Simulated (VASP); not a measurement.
Input of a VASP 6.6.1 run:

Contents of INCAR:

```
SYSTEM = Be27H2N
ALGO = Fast
EDIFF = 1E-7
ENCUT = 520
GGA = CA
ISIF = 2
ISMEAR = -1
LASPH = .TRUE.
LCHARG = .TRUE.
LELF = .TRUE.
LREAL = Auto
LVHAR = .TRUE.
LWAVE = .FALSE.
NBANDS = 52
NELM = 60
PREC = Accurate
SIGMA = 0.1
```

KPOINTS

```
k-points
0
G
  2 2 1
  0 0 0
```

POSCAR

```
Be27H2N
1.0
    6.8700000000      0.0000000000      0.0000000000
    3.4350000000      5.9495950000      0.0000000000
    0.0000000000      0.0000000000     17.5884300000
Be N H
27 1 2
Direct
    0.0000000000      0.0000000000      0.0568555579
    0.3333333333      0.0000000000      0.0568555579
    0.6666666667      0.0000000000      0.0568555579
   -0.0000001401      0.3333336135      0.0568555579
    0.3333331933      0.3333336135      0.0568555579
    0.6666665266      0.3333336135      0.0568555579
   -0.0000002801      0.6666672269      0.0568555579
    0.3333330532      0.6666672269      0.0568555579
    0.6666663865      0.6666672269      0.0568555579
   -0.1071956402      0.2207377141      0.1495585450
    0.2443157541      0.2106698019      0.1584223265
    0.5531399776      0.2290912239      0.1514006651
   -0.1238139745      0.5652989825      0.1590591087
    0.2063374055      0.5495668193      0.1631697656
    0.5756875772      0.5461212066      0.1593774999
   -0.1149840487      0.8891529592      0.1500929873
    0.2306166436      0.8922456066      0.1504341206
    0.5441273338      0.8759083601      0.1530665329
   -0.0037984001      0.0631135397      0.2519610903
    0.3462945780     -0.0081350075      0.2606656762
    0.6557710660      0.0010925113      0.2497778369
    0.0117313092      0.3095504820      0.2450019700
    0.3487565741      0.3284257164      0.2574476517
    0.6633948236      0.3180720705      0.2479755157
   -0.0121311725      0.6669697685      0.2633151452
    0.3491583247      0.6665159561      0.2598298995
    0.6660464218      0.6914588304      0.2591362617
    0.8762782103      0.2298307700      0.3190335920
    1.0036273716      0.2463697109      0.3486780799
    0.8127239473      0.1520775784      0.3508442766
```

Potentials or basis: VASP PAW LDA potentials, release 64 (Be, N, H).

Launch:

```sh
$ cat potpaw_LDA.64/Be/POTCAR potpaw_LDA.64/N/POTCAR potpaw_LDA.64/H/POTCAR > POTCAR
$ mpirun -np 1 vasp_std > vasp.out
```

Q: Estimate the largest force.

A: 5.744 eV/Å.

Q: What does it give for the band gap on the k mesh?

A: None (metal or under the smearing width).

Forces in eV/Å, atoms in the order of the input:
```
Be  -0.005 -0.259 -0.484
Be   0.092  0.287 -0.409
Be  -0.253  0.137 -0.450
Be   0.404  0.191 -0.302
Be  -0.095  0.109 -0.559
Be  -0.034  0.090 -0.425
Be   0.156 -0.209 -0.388
Be  -0.081 -0.270 -0.304
Be  -0.045 -0.249 -0.146
Be  -0.494  0.175 -0.388
Be  -0.262 -0.426 -0.201
Be   0.166 -0.022  0.509
Be   0.282  0.124 -0.015
Be   0.247  0.108 -0.233
Be  -0.030  0.138 -0.047
Be   0.463 -0.037  1.319
Be  -0.630  0.440  1.144
Be   0.413  0.264  0.351
Be  -1.123 -5.580 -0.770
Be   0.291 -0.151 -0.536
Be  -0.303 -0.106 -0.064
Be   1.411  3.241  0.596
Be  -0.415  0.234  0.073
Be   0.512  0.866  1.138
Be   0.776 -0.168 -0.605
Be  -0.701  0.151 -0.375
Be  -0.448 -0.168 -0.163
N    1.391  0.816  0.894
H   -1.527  0.438  0.038
H   -0.160 -0.165  0.802
```

Caveat: the k mesh is coarse (spacing up to 0.53 Å⁻¹), so the values aren't converged.
